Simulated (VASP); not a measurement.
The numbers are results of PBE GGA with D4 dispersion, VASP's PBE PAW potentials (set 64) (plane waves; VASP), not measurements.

A VASP calculation is set up with these files.

### INCAR
```
SYSTEM = BP
PREC = Accurate
ENCUT = 520
EDIFF = 1E-6
NELM = 100
ALGO = Normal
LREAL = .FALSE.
LASPH = .TRUE.
ISMEAR = 0
SIGMA = 0.05
GGA = PE
IVDW = 13
LWAVE = .FALSE.
LCHARG = .FALSE.
IBRION = 2
ISIF = 3
NSW = 60
EDIFFG = -0.01
```

File POSCAR:
```
BP
1
   -0.0000000000     2.2509030210     2.2509030210
    2.2509030210    -0.0000000000     2.2509030210
    2.2509030210     2.2509030210     0.0000000000
B P
1 1
Direct
  0.0000000000   0.0000000000   0.0000000000
  0.2500000000   0.2500000000   0.2500000000
```

### KPOINTS
```
kpoints
0
gamma
 9 9 9
0 0 0
```

POTCAR, in this order: B P (PBE.64 set). Program: vasp_std.

What VASP printed:

**OUTCAR**
```
 ion  position               nearest neighbor table
   1  0.000  0.000  0.000-   2 1.95   2 1.95   2 1.95   2 1.95
   2  0.250  0.250  0.250-   1 1.95   1 1.95   1 1.95   1 1.95
  LATTYP: Found a face centered cubic cell.
 ALAT       =     4.5018060420
 Subroutine PRICEL returns:
 Original cell was already a primitive cell.
 Subroutine GETGRP returns: Found 24 space group operations
The static configuration has the point symmetry T_d .
The dynamic configuration has the point symmetry T_d .
 Subroutine INISYM returns: Found 24 space group operations
 Subroutine IBZKPT returns following result:
 Found     35 irreducible k-points:

 Following reciprocal coordinates:
            Coordinates               Weight
  0.000000  0.000000  0.000000      1.000000
  0.111111  0.000000  0.000000      8.000000
  0.222222  0.000000  0.000000      8.000000
  0.333333  0.000000  0.000000      8.000000
  0.444444  0.000000  0.000000      8.000000
  0.111111  0.111111  0.000000      6.000000
  0.222222  0.111111  0.000000     24.000000
  0.333333  0.111111  0.000000     24.000000
  0.444444  0.111111  0.000000     24.000000
 -0.444444  0.111111  0.000000     24.000000
 -0.333333  0.111111  0.000000     24.000000
 -0.222222  0.111111  0.000000     24.000000
 -0.111111  0.111111  0.000000     12.000000
  0.222222  0.222222  0.000000      6.000000
  0.333333  0.222222  0.000000     24.000000
  0.444444  0.222222  0.000000     24.000000
 -0.444444  0.222222  0.000000     24.000000
 -0.333333  0.222222  0.000000     24.000000
 -0.222222  0.222222  0.000000     12.000000
  0.333333  0.333333  0.000000      6.000000
  0.444444  0.333333  0.000000     24.000000
 -0.444444  0.333333  0.000000     24.000000
 -0.333333  0.333333  0.000000     12.000000
  0.444444  0.444444  0.000000      6.000000
...
```

File OSZICAR:
```
       N       E                     dE             d eps       ncg     rms          rms(c)
DAV:   1     0.930549639693E+01    0.93055E+01   -0.41321E+03   568   0.903E+02
DAV:   2    -0.134099736496E+02   -0.22715E+02   -0.21759E+02   888   0.111E+02
DAV:   3    -0.136791028001E+02   -0.26913E+00   -0.26913E+00   664   0.154E+01
DAV:   4    -0.136795759258E+02   -0.47313E-03   -0.47313E-03   904   0.687E-01
DAV:   5    -0.136795761015E+02   -0.17563E-06   -0.17563E-06   640   0.105E-02    0.746E+00
DAV:   6    -0.130258988024E+02    0.65368E+00   -0.17221E+00   616   0.729E+00    0.407E+00
DAV:   7    -0.129274132580E+02    0.98486E-01   -0.28631E-01   848   0.326E+00    0.133E+00
DAV:   8    -0.129190325196E+02    0.83807E-02   -0.29130E-02   600   0.119E+00    0.227E-01
DAV:   9    -0.129193398330E+02   -0.30731E-03   -0.49630E-04   792   0.208E-01    0.131E-01
DAV:  10    -0.129195323839E+02   -0.19255E-03   -0.28148E-04   632   0.133E-01    0.265E-02
DAV:  11    -0.129195428088E+02   -0.10425E-04   -0.13119E-05   792   0.316E-02    0.330E-02
DAV:  12    -0.129195435391E+02   -0.73030E-06   -0.30558E-06   576   0.116E-02
   1 F= -.13643587E+02 E0= -.13643587E+02  d E =-.136436E+02
```

### OUTCAR
```
------------------------ aborting loop because EDIFF is reached ----------------------------------------
  Edisp (eV):   -0.72404
  FORCE on cell =-STRESS in cart. coord.  units (eV):
  Direction    XX          YY          ZZ          XY          YZ          ZX
  --------------------------------------------------------------------------------------
  Total       0.00039     0.00039     0.00039     0.00000     0.00000    -0.00000
  in kB       0.02752     0.02752     0.02752     0.00000     0.00000    -0.00000
  external pressure =        0.03 kB  Pullay stress =        0.00 kB
  volume of cell :       22.81
      direct lattice vectors                 reciprocal lattice vectors
     0.000000000  2.250903021  2.250903021    -0.222133071  0.222133071  0.222133071
     2.250903021  0.000000000  2.250903021     0.222133071 -0.222133071  0.222133071
     2.250903021  2.250903021  0.000000000     0.222133071  0.222133071 -0.222133071
  FREE ENERGIE OF THE ION-ELECTRON SYSTEM (eV)
  ---------------------------------------------------
  free  energy   TOTEN  =       -13.6435866664 eV

  energy  without entropy=      -13.6435866664  energy(sigma->0) =      -13.64358667

 reached required accuracy - stopping structural energy minimisation
```
(Selected blocks of OUTCAR.)

File OUTCAR:
```
 val. band max:        7.7196481848   @ k =   0.0000   0.0000   0.0000

 cond. band min:       8.9353648238   @ k =   0.4444   0.4444   0.0000


 Fermi energy:         8.0049573562

 k-point     1 :       0.0000    0.0000    0.0000
  band No.  band energies     occupation
      1      -7.9568      2.00000
      2       7.7196      2.00000
      3       7.7196      2.00000
      4       7.7196      2.00000
      5      11.1567      0.00000
      6      11.1567      0.00000
      7      11.1567      0.00000
      8      15.4625      0.00000

 k-point     2 :       0.1111    0.0000    0.0000
  band No.  band energies     occupation
      1      -7.7301      2.00000
      2       6.1562      2.00000
      3       7.3596      2.00000
      4       7.3596      2.00000
      5      11.6554      0.00000
      6      11.6554      0.00000
      7      11.6700      0.00000
      8      16.0657      0.00000

 k-point     3 :       0.2222    0.0000    0.0000
  band No.  band energies     occupation
      1      -7.0606      2.00000
      2       3.4761      2.00000
      3       6.7267      2.00000
      4       6.7267      2.00000
      5      11.8556      0.00000
      6      12.4232      0.00000
      7      12.4232      0.00000
      8      17.2942      0.00000

 k-point     4 :       0.3333    0.0000    0.0000
  band No.  band energies     occupation
      1      -5.9997      2.00000
      2       0.8790      2.00000
      3       6.2259      2.00000
      4       6.2259      2.00000
      5      11.7516      0.00000
      6      12.6129      0.00000
      7      12.6129      0.00000
      8      17.9641      0.00000

 k-point     5 :       0.4444    0.0000    0.0000
  band No.  band energies     occupation
      1      -4.8073      2.00000
      2      -1.1185      2.00000
      3       5.9657      2.00000
      4       5.9657      2.00000
      5      11.6583      0.00000
      6      12.4766      0.00000
      7      12.4766      0.00000
...
```

The compound is BP in the zinc blende structure. It was relaxed first. The start is the result of an earlier pass.
